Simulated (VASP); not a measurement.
Data:

```yaml
crystal:
  lattice:
    - [0.00000, 2.86603, 2.86603]
    - [2.86603, 0.00000, 2.86603]
    - [2.86603, 2.86603, 0.00000]
  atoms:
    - { symbol: Al, position: [0.00000, 0.00000, 0.00000] }
    - { symbol: As, position: [0.25000, 0.25000, 0.25000] }
```

These are PBE GGA, VASP's PBE PAW potentials (set 64) (plane waves; VASP) values and carry that method's errors. Numerical set-up: 400 eV cut-off, 7×7×7 Γ-centred mesh, Gaussian smearing of 0.050 eV, potentials Al As.

Estimate the energy per atom (σ→0).

The energy per atom (σ→0) is -4.692 eV/atom.

The absolute energy has meaning only against runs of the same code, potentials and settings.

The compound is AlAs in the zinc blende structure. It was relaxed first. The start is the result of an earlier pass.
